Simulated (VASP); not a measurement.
```xyz
3
Lattice="0.0000 2.6993 2.6993 2.6993 0.0000 2.6993 2.6993 2.6993 0.0000" Properties=species:S:1:pos:R:3 pbc="T T T"
Cd     0.0000     2.6993     2.6993
F      1.3496     1.3496     1.3496
F      4.0489     4.0489     4.0489
```

The numbers are results of PBEsol GGA, VASP's PBE PAW potentials (set 64) (plane waves; VASP 6.6.1), not measurements. Settings: 520 eV cut-off, Gaussian smearing of 0.050 eV, potentials Cd F.

### Question
Give the energies of bands 3 to 14 at the high-symmetry points, in eV from the valence-band maximum.

### Answer

| band | Γ | X | U | L | W |
|---|---|---|---|---|---|
| 3 | -5.61 | -5.41 | -5.20 | -5.26 | -5.03 |
| 4 | -5.61 | -4.64 | -4.76 | -5.26 | -4.67 |
| 5 | -5.61 | -4.64 | -4.47 | -4.31 | -4.63 |
| 6 | -4.38 | -4.26 | -4.45 | -4.31 | -4.49 |
| 7 | -4.38 | -4.10 | -4.37 | -4.13 | -4.49 |
| 8 | -0.98 | -3.11 | -3.41 | -2.81 | -3.51 |
| 9 | -0.98 | -2.98 | -2.54 | -2.30 | -2.60 |
| 10 | -0.98 | -2.98 | -2.33 | -1.85 | -1.54 |
| 11 | -0.50 | -0.50 | -0.96 | -1.85 | -1.54 |
| 12 | -0.50 | -0.09 | -0.34 | -0.40 | -0.59 |
| 13 | -0.50 | -0.09 | -0.20 | -0.40 | 0.00 |
| 14 | 2.88 | 7.83 | 7.79 | 7.01 | 7.90 |

The gap is indirect, 2.88 eV, from the valence maximum at W to the conduction minimum at Γ.

Measured: gap 7.80 eV (computed value off by -4.92 eV), as given by Giancarlo Cappellini et al., Physical Review B (2013), arXiv:1302.2571.

The compound is CdF2 in the fluorite structure. It was relaxed first.
